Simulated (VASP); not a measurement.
CsLiCr2Te2S3, 9 atoms in the cell. It takes space group Cm (No. 8, monoclinic). Conventional cell: a = 6.843 Å, b = 10.361 Å, c = 7.978 Å, α = 90.00°, β = 111.21°, γ = 90.00°. Cs (site symmetry m) has 5 S at 3.58 to 3.92 Å and 1 Li at 4.01 Å as nearest neighbours. Around Li (site symmetry m) lie 3 S at 2.42 to 2.56 Å. Cr (site symmetry 1) has 3 S at 2.20 to 2.25 Å and 1 Te at 2.51 Å as nearest neighbours. Around Te (site symmetry 1) lie 1 Cr at 2.51 Å. S (site symmetry 1) is surrounded by 2 Cr at 2.24 to 2.25 Å and 1 Li at 2.56 Å. S (site symmetry m) has 2 Cr at 2.20 Å and 1 Li at 2.42 Å as nearest neighbours. The cell was built by a generator and needn't be a form met in nature.

- Program: VASP 6.6.1
- Task: relaxation of cell and atoms
- Functional: PBE
- Potentials or basis: VASP PAW PBE potentials, release 64 (Cs_sv, Li_sv, Cr_pv, Te, S)
- Cutoff: 600 eV
- k mesh: 5 × 5 × 4
- Occupations: fermi-dirac, width 0.05 eV
- Spin: collinear spin, ferromagnetic start
- Starting moments: [0.0, 0.0, 3.0, 3.0, 0.0, 0.0, 0.0, 0.0, 0.0] μB
- Further INCAR settings: ALGO = Normal; EDIFF = 1e-06; IBRION = 2; EDIFFG = -0.005; NSW = 60; ISIF = 3

Potentials or basis: VASP PAW PBE potentials, release 64 (Cs_sv, Li_sv, Cr_pv, Te, S).

Launch:

```console
$ cat potpaw_PBE.64/Cs_sv/POTCAR potpaw_PBE.64/Li_sv/POTCAR potpaw_PBE.64/Cr_pv/POTCAR potpaw_PBE.64/Te/POTCAR potpaw_PBE.64/S/POTCAR > POTCAR
$ mpirun -np 4 vasp_std > vasp.out
```

Hardware: 4 MPI ranks on AMD EPYC 9R45 96-Core Processor (Zen 5), with other jobs on the host.

Question: Estimate the wall time of this run.

Answer: It took 18 min on 4 MPI ranks on AMD EPYC 9R45 96-Core Processor (Zen 5) (shared host), peak memory 1.1 GiB a rank. Counts: scf iterations 85, k points 33, ion steps 14.
